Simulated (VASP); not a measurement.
Energy against volume of TiCo (CsCl type). All values below come from revTPSS meta-GGA, VASP's PBE PAW potentials (set 64) (plane waves; VASP). Numerical set-up: 520 eV cut-off, 12×12×12 Γ-centred mesh, first-order Methfessel-Paxton smearing of 0.10 eV, potentials Ti_sv Co.

```tsv
V (Å³/atom)	E (eV/atom)
12.320	-6.06390
12.701	-6.07218
13.082	-6.06627
13.463	-6.04826
```

Q: Fit these four points and predict the energy of the run at 11.939 Å³/atom.

A: A cubic in V^(−2/3), the third-order Birch-Murnaghan form, passes through the four points with V0 = 12.72 Å³/atom and B0 = 197 GPa, and gives -6.0389 eV/atom there. The run gave -6.0391 eV/atom, -0.1 meV/atom from the fit; all five points give B0 = 197 GPa.

The compound is TiCo in the CsCl type structure. It was relaxed first. The run is not spin-polarised, so no magnetic state was tried.
